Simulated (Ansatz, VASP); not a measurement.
TaBi in VASP and in Ansatz

File INCAR:

```
PREC     = Accurate       # precision mode
ENCUT    = 600            # plane-wave cutoff, eV
EDIFF    = 1E-7           # SCF threshold, eV
ISMEAR   = 0              # smearing method
SIGMA    = 0.1            # smearing width, eV
LREAL    = False          # projectors in reciprocal space
LASPH    = True           # aspherical terms in the spheres
NELM     = 100            # most SCF steps
ALGO     = Normal         # electronic algorithm
ISIF     = 3              # what is computed and relaxed
LWAVE    = False          # write WAVECAR
LCHARG   = False          # write CHGCAR
GGA      = PE             # functional
IBRION   = 2              # ionic algorithm
NSW      = 100            # ionic steps
EDIFFG   = -0.05          # ionic threshold
```

File KPOINTS:

```
Automatic mesh
0
Gamma
  6 6 6
```

POSCAR

```
TaBi
1.0
    0.0000000000      2.7359560166      2.7359560166
    2.7359560166      0.0000000000      2.7359560166
    2.7359560166      2.7359560166      0.0000000000
Ta Bi
1 1
Direct
    0.5000000000      0.5000000000      0.5000000000
    0.0000000000      0.0000000000      0.0000000000
```

Input for Ansatz:

```yaml
crystal:
  lattice:
    - [0.0, 2.7359560166, 2.7359560166]
    - [2.7359560166, 0.0, 2.7359560166]
    - [2.7359560166, 2.7359560166, 0.0]
  atoms:
    - { symbol: Ta, position: [0.5, 0.5, 0.5] }
    - { symbol: Bi, position: [0.0, 0.0, 0.0] }
basis:
  ecutwfc: 420
kpoints:
  mp_grid: { grid: [6, 6, 6] }
hamiltonian:
  xc: pbe
scf:
  occupations: { method: gaussian, width: 0.1 }
output:
  forces: true
  stress: true
  eigenvalues: true
relax:
  adjacent_minimum: "off"
  f_tol: 0.05
  max_steps: 80
  cell: { stress_tol: 0.5 }
```

The cell comes from a database or a generator and needn't be the stable form of this composition.

Alike in both runs: task relaxation of cell and atoms; functional PBE; k mesh 6 × 6 × 6; occupations gaussian, width 0.1 eV; no spin polarisation.

|  | VASP | Ansatz |
| --- | --- | --- |
| version | VASP 6.6.1 | Ansatz 0.2.0 |
| potentials or method | VASP PAW PBE potentials, release 64 (Ta_pv, Bi_d) | scalar-relativistic, plane waves, PAW |
| plane-wave cutoff (eV) | 600 | 420 |
| valence electrons in the cell | 26 | 28 |

VASP gave:

* gap on the k mesh at the Fermi level, each at its own relaxed structure (eV): none
* relaxed volume (Å³/atom): 24.83
* relaxed cell length with the largest relative difference (Å): 4.126
* energy change over the relaxation (meV/atom): -316

**Question.** Which values does Ansatz return?

**Answer.** gap on the k mesh at the Fermi level, each at its own relaxed structure (eV): none; relaxed volume (Å³/atom): 24.77; relaxed cell length with the largest relative difference (Å): 4.122; energy change over the relaxation (meV/atom): -315.

A gap of «none» marks a metal or a gap that the smearing closes. The two sets of potentials don't hold the same shells in valence.

Caveats: the volume moved by over 15 % at a fixed basis, so the end points are rough (VASP); spin-orbit coupling is left out, which moves the levels of the heavy elements.
